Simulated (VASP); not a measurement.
Method: PBEsol GGA, VASP's PBE PAW potentials (set 64) (plane waves; VASP).

VASP input:

File POSCAR:
```
HfN
1
    2.7812115377     0.0000000000    -0.0000000000
   -0.0000000000     2.7812115377    -0.0000000000
   -0.0000000000    -0.0000000000     2.7812115377
Hf N
1 1
Direct
  0.0000000000   0.0000000000   0.0000000000
  0.5000000000   0.5000000000   0.5000000000
```

**INCAR**
```
ALGO  =  Normal
EDIFF  =  1E-7
ENCUT  =  520
GGA  =  PS
ISIF  =  2
ISMEAR  =  -5
LASPH  =  .TRUE.
LCHARG  =  .TRUE.
LMAXMIX  =  6
LORBIT  =  11
LREAL  =  .FALSE.
LWAVE  =  .FALSE.
NEDOS  =  601
NELM  =  100
PREC  =  Accurate
SYSTEM  =  HfN
```

**KPOINTS**
```
Automatic mesh
0
Gamma
15 15 15
0 0 0
```

POTCAR, in this order: Hf_pv N (PBE.64 set). Program: vasp_std.

The run wrote:

File OSZICAR:
```
       N       E                     dE             d eps       ncg     rms          rms(c)
DAV:   1     0.376708364867E+02    0.37671E+02   -0.81847E+03  2640   0.129E+03
DAV:   2    -0.213015887171E+02   -0.58972E+02   -0.55350E+02  3496   0.257E+02
DAV:   3    -0.234467462910E+02   -0.21452E+01   -0.21242E+01  3331   0.413E+01
DAV:   4    -0.234643675031E+02   -0.17621E-01   -0.17682E-01  3103   0.380E+00
DAV:   5    -0.234646273978E+02   -0.25989E-03   -0.26317E-03  3385   0.341E-01    0.436E+01
DAV:   6    -0.211519856894E+02    0.23126E+01   -0.10581E+01  3142   0.237E+01    0.385E+01
DAV:   7    -0.210620212404E+02    0.89964E-01   -0.56302E-01  3092   0.692E+00    0.238E+01
DAV:   8    -0.210352032174E+02    0.26818E-01   -0.12209E-01  2989   0.325E+00    0.359E+00
DAV:   9    -0.210306762194E+02    0.45270E-02   -0.21845E-02  3132   0.118E+00    0.140E+00
DAV:  10    -0.210304694096E+02    0.20681E-03   -0.23675E-03  2992   0.424E-01    0.365E-01
DAV:  11    -0.210304166704E+02    0.52739E-04   -0.16546E-04  3247   0.124E-01    0.634E-02
DAV:  12    -0.210304157764E+02    0.89404E-06   -0.78695E-06  3261   0.282E-02    0.160E-02
DAV:  13    -0.210304151404E+02    0.63597E-06   -0.65775E-07  3346   0.627E-03    0.137E-03
DAV:  14    -0.210304151402E+02    0.23510E-09   -0.37570E-08  1809   0.187E-03
   1 F= -.21030415E+02 E0= -.21030415E+02  d E =0.000000E+00
```

### OUTCAR
```
------------------------ aborting loop because EDIFF is reached ----------------------------------------
  FORCE on cell =-STRESS in cart. coord.  units (eV):
  Direction    XX          YY          ZZ          XY          YZ          ZX
  --------------------------------------------------------------------------------------
  Total       -0.0059267     -0.0059267     -0.0059267      0.0000000     -0.0000000     -0.0000000
  in kB       -0.4413857     -0.4413857     -0.4413857      0.0000000     -0.0000000     -0.0000000
  external PRESSURE =      -0.4413857 kB  Pullay stress =       0.0000000 kB
  volume of cell :       21.51
      direct lattice vectors                 reciprocal lattice vectors
     2.781211538  0.000000000  0.000000000     0.359555534  0.000000000  0.000000000
     0.000000000  2.781211538  0.000000000     0.000000000  0.359555534  0.000000000
     0.000000000  0.000000000  2.781211538     0.000000000  0.000000000  0.359555534
 POSITION                                       TOTAL-FORCE (eV/Angst)
 -----------------------------------------------------------------------------------
      0.00000      0.00000      0.00000         0.000000      0.000000      0.000000
      1.39061      1.39061      1.39061         0.000000      0.000000      0.000000
 -----------------------------------------------------------------------------------
    total drift:                                0.000000      0.000000     -0.000000
  FREE ENERGIE OF THE ION-ELECTRON SYSTEM (eV)
  ---------------------------------------------------
  free  energy   TOTEN  =       -21.0304151402 eV

  energy  without entropy=      -21.0304151402  energy(sigma->0) =      -21.03041514

 total charge

# of ion       s       p       d       tot
------------------------------------------
    1        0.318   6.502   1.894   8.714
    2        1.225   2.449   0.000   3.674
--------------------------------------------------
tot          1.543   8.951   1.894  12.388
```
(Selected blocks of OUTCAR.)

For a metal the tetrahedron method with Blöchl corrections gives inexact stress and forces.

The structure was generated: HfN was put into the CsCl type (Pm-3m), which need not be its known phase. It was relaxed first, which changed the volume by -28 %. The electron count is odd and the run is not spin-polarised, which forces a metal.
